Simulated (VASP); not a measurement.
The cell holds one KI (rock salt) (100) slab, with vacuum along c, ions free to move until forces fall under 0.03 eV/Å, no reconstruction beyond this cell, dipole correction on. Ionisation potential and electron affinity count from the cell's own band edges, surface states included.

Here is the system:

```
CELL_PARAMETERS angstrom
      5.01602     0.00000     0.00000
      0.00000     5.01602     0.00000
      0.00000     0.00000    29.23775
ATOMIC_POSITIONS crystal
  K  0.00000 0.50000 0.31844
  K  0.50000 0.00000 0.43901
  K  0.00000 0.50000 0.56099
  K  0.50000 0.00000 0.68156
  I  0.00000 0.50000 0.43878
  I  0.50000 0.00000 0.31638
  I  0.00000 0.50000 0.68362
  I  0.50000 0.00000 0.56122
```

These are r2SCAN meta-GGA, VASP's PBE PAW potentials (set 64) (plane waves; VASP 6.6.1) values and carry that method's errors. Numerical set-up: 400 eV cut-off, 4×4×1 Γ-centred mesh, Gaussian smearing of 0.050 eV, potentials K_sv I.

Slab and bulk use different k-meshes, so the surface energy is good to a few per cent at best. Unless said otherwise, spin-orbit coupling is left out, though it shifts the bands of the heavy elements here.

Predict its surface energy, ionisation potential, electron affinity, band gap (on the k-mesh).

```json
{
  "surface_energy": "0.11 J/m^2",
  "ionisation_potential": "5.92 eV",
  "electron_affinity": "1.28 eV",
  "band gap (on the k-mesh)": "4.65 eV"
}
```

The cell is a thin slab with vacuum, built from KI (rock salt): (100) face.
